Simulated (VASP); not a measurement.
Consider the following.

```
KTaO3
1.0
    4.07677     0.00000     0.00000
    0.00000     4.07677     0.00000
    0.00000     0.00000     4.07677
K Ta O
1 1 3
Direct
  0.50000   0.50000   0.50000
  0.00000   0.00000   0.00000
  0.00000   0.50000   0.00000
  0.50000   0.00000   0.00000
  0.00000   0.00000   0.50000
```

These are PBE GGA, VASP's PBE PAW potentials (set 64) (plane waves; VASP) values and carry that method's errors. Numerical set-up: 400 eV cut-off, 6×6×6 Γ-centred mesh, Gaussian smearing of 0.010 eV, potentials K_sv Ta_pv O.

At this cut-off the stress carries a Pulay error, which pulls relaxed volumes low.

Task: Give the stress tensor in GPa (positive for a compressed cell).

Result: 
```
-10.59    0.00    0.00
  0.00  -10.59    0.00
  0.00    0.00  -10.59
```
The pressure is its mean diagonal, -10.59 GPa.

The structure comes from a computed database's KTaO3 entry; how it stands against other phases isn't given here. The cell was not relaxed at this level.
